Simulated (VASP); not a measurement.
Output of a VASP run:

OUTCAR:
```
 ion  position               nearest neighbor table
   1  0.000  0.000  0.000-   2 3.21   2 3.21   2 3.21   2 3.21   2 3.21   2 3.21
   2  0.500  0.500  0.500-   1 3.21   1 3.21   1 3.21   1 3.21   1 3.21   1 3.21
  LATTYP: Found a face centered cubic cell.
 ALAT       =     6.4158000000
 Subroutine PRICEL returns:
 Original cell was already a primitive cell.
 Subroutine GETGRP returns: Found 48 space group operations
The static configuration has the point symmetry O_h .
The dynamic configuration has the point symmetry O_h .
 Subroutine INISYM returns: Found 48 space group operations
 Subroutine IBZKPT returns following result:
 Found     20 irreducible k-points:

 Following reciprocal coordinates:
            Coordinates               Weight
  0.000000  0.000000  0.000000      1.000000
  0.142857  0.000000  0.000000      8.000000
  0.285714  0.000000  0.000000      8.000000
  0.428571  0.000000  0.000000      8.000000
  0.142857  0.142857  0.000000      6.000000
  0.285714  0.142857  0.000000     24.000000
  0.428571  0.142857  0.000000     24.000000
 -0.428571  0.142857  0.000000     24.000000
 -0.285714  0.142857  0.000000     24.000000
 -0.142857  0.142857  0.000000     12.000000
  0.285714  0.285714  0.000000      6.000000
  0.428571  0.285714  0.000000     24.000000
 -0.428571  0.285714  0.000000     24.000000
 -0.285714  0.285714  0.000000     12.000000
  0.428571  0.428571  0.000000      6.000000
 -0.428571  0.428571  0.000000     12.000000
  0.428571  0.285714  0.142857     24.000000
 -0.428571  0.285714  0.142857     48.000000
 -0.428571  0.428571  0.142857     24.000000
 -0.285714  0.428571  0.142857     24.000000
   k-points           NKPTS =     20   k-points in BZ     NKDIM =     20   number of bands    NBANDS=     12
   number of dos      NEDOS =    301   number of ions     NIONS =      2
   total plane-waves  NPLWV =  27000
   dimension x,y,z NGX =    30 NGY =   30 NGZ =   30
   dimension x,y,z NGXF=    60 NGYF=   60 NGZF=   60
   ions per type =               1   1
   PREC   = accura    normal or accurate (medium, high low for compatibility)
   ISTART =      0    job   : 0-new  1-cont  2-samecut
   ICHARG =      2    charge: 1-file 2-atom 10-const
   ISPIN  =      1    spin polarized calculation?
   LNONCOLLINEAR =      F non collinear calculations
   LSORBIT =      F    spin-orbit coupling
   INIWAV =      1    electr: 0-lowe 1-rand  2-diag
   ENCUT  =  400.0 eV  29.40 Ry    5.42 a.u.   7.40  7.40  7.40*2*pi/ulx,y,z
   NELM   =    100;   NELMIN=  2; NELMDL= -5     # of ELM steps
   EDIFF  = 0.1E-05   stopping-criterion for ELM
   LREAL  =      F    real-space projection
   NLSPLINE    = F    spline interpolate recip. space projectors
   LMAXMIX     =    2 max onsite mixed and CHGCAR
   VOSKOWN=      0    Vosko Wilk Nusair interpolation
   EDIFFG = 0.1E-04   stopping-criterion for IOM
   NSW    =      0    number of steps for IOM
   NBLOCK =      1;   KBLOCK =      1    inner block; outer block
   IBRION =     -1    ionic relax: 0-MD 1-quasi-New 2-CG
   NFREE  =      0    steps in history (QN), initial steepest desc. (CG)
   ISIF   =      2    stress and relaxation
   ISYM   =      2    0-nonsym 1-usesym 2-fastsym
   TEIN   =    0.0    initial temperature
   TEBEG  =    0.0;   TEEND  =   0.0 temperature during run
   SMASS  =  -3.00    Nose mass-parameter (am)
   PSTRESS=    0.0 pullay stress
   NELECT =      16.0000    total number of electrons
   EFERMI =   0.00;   METHOD = LEGACY
   ISMEAR =     0;   SIGMA  =   0.05  broadening in eV -4-tet -1-fermi 0-gaus
   IALGO  =     38    algorithm
   LDIAG  =      T    sub-space diagonalisation (order eigenvalues)
   IMIX   =      4    mixing-type and parameters
     AMIX     =   0.40;   BMIX     =  1.00
     AMIX_MAG =   1.60;   BMIX_MAG =  1.00
     AMIN     =   0.10
   GGA     = PE    functional components
   VOSKOWN =     0    Vosko Wilk Nusair interpolation
   LHFCALC =     F    Hartree Fock is set to
   LHFONE  =     F    Hartree Fock one center treatment
...
```

### OSZICAR
```
       N       E                     dE             d eps       ncg     rms          rms(c)
DAV:   1     0.953826902184E+02    0.95383E+02   -0.63249E+03   480   0.972E+02
DAV:   2    -0.174078578911E+01   -0.97123E+02   -0.91655E+02   652   0.257E+02
DAV:   3    -0.693320064819E+01   -0.51924E+01   -0.51694E+01   608   0.562E+01
DAV:   4    -0.711872213953E+01   -0.18552E+00   -0.18537E+00   836   0.924E+00
DAV:   5    -0.711956305831E+01   -0.84092E-03   -0.84090E-03   628   0.723E-01    0.309E+00
DAV:   6    -0.681248496549E+01    0.30708E+00   -0.56928E-01   596   0.403E+00    0.253E+00
DAV:   7    -0.679543410561E+01    0.17051E-01   -0.13765E-01   604   0.218E+00    0.149E+00
DAV:   8    -0.680864316608E+01   -0.13209E-01   -0.21858E-02   648   0.121E+00    0.188E-01
DAV:   9    -0.680958379554E+01   -0.94063E-03   -0.16744E-03   636   0.274E-01    0.106E-01
DAV:  10    -0.681028419404E+01   -0.70040E-03   -0.67218E-04   544   0.204E-01    0.109E-02
DAV:  11    -0.681029896036E+01   -0.14766E-04   -0.21576E-05   712   0.331E-02    0.529E-03
DAV:  12    -0.681030326547E+01   -0.43051E-05   -0.55592E-06   584   0.176E-02    0.290E-03
DAV:  13    -0.681030344690E+01   -0.18144E-06   -0.65962E-07   480   0.665E-03
   1 F= -.68103034E+01 E0= -.68103034E+01  d E =-.141928E-10
```

OUTCAR:
```
------------------------ aborting loop because EDIFF is reached ----------------------------------------
  FORCE on cell =-STRESS in cart. coord.  units (eV):
  Direction    XX          YY          ZZ          XY          YZ          ZX
  --------------------------------------------------------------------------------------
  Total       -0.0962759     -0.0962759     -0.0962759      0.0000000      0.0000000      0.0000000
  in kB       -2.3363375     -2.3363375     -2.3363375      0.0000000      0.0000000      0.0000000
  external PRESSURE =      -2.3363375 kB  Pullay stress =       0.0000000 kB
  volume of cell :       66.02
      direct lattice vectors                 reciprocal lattice vectors
     0.000000000  3.207900000  3.207900000    -0.155865208  0.155865208  0.155865208
     3.207900000  0.000000000  3.207900000     0.155865208 -0.155865208  0.155865208
     3.207900000  3.207900000  0.000000000     0.155865208  0.155865208 -0.155865208
  FREE ENERGIE OF THE ION-ELECTRON SYSTEM (eV)
  ---------------------------------------------------
  free  energy   TOTEN  =        -6.8103034469 eV

  energy  without entropy=       -6.8103034469  energy(sigma->0) =       -6.81030345
```
(Selected blocks of OUTCAR.)

### POSCAR
```
KCl
1
    0.0000000000     3.2079000000     3.2079000000
    3.2079000000     0.0000000000     3.2079000000
    3.2079000000     3.2079000000     0.0000000000
K Cl
1 1
Direct
  0.0000000000   0.0000000000   0.0000000000
  0.5000000000   0.5000000000   0.5000000000
```

Write an INCAR and KPOINTS that could have produced this output.

Several could match; the one computed here: the input of the run itself, PBE GGA, plane waves, VASP's PBE PAW potentials (set 64).

**INCAR**
```
SYSTEM = KCl
PREC = Accurate
ENCUT = 400
EDIFF = 1E-6
NELM = 100
ALGO = Normal
LREAL = .FALSE.
LASPH = .TRUE.
ISMEAR = 0
SIGMA = 0.05
GGA = PE
LWAVE = .FALSE.
LCHARG = .FALSE.
ISIF = 2
```

### KPOINTS
```
Automatic mesh
0
Gamma
7 7 7
0 0 0
```

POTCAR, in this order: K_sv Cl (PBE.64 set). Program: vasp_std.

The compound is KCl in the rock salt structure. The cell was not relaxed at this level.
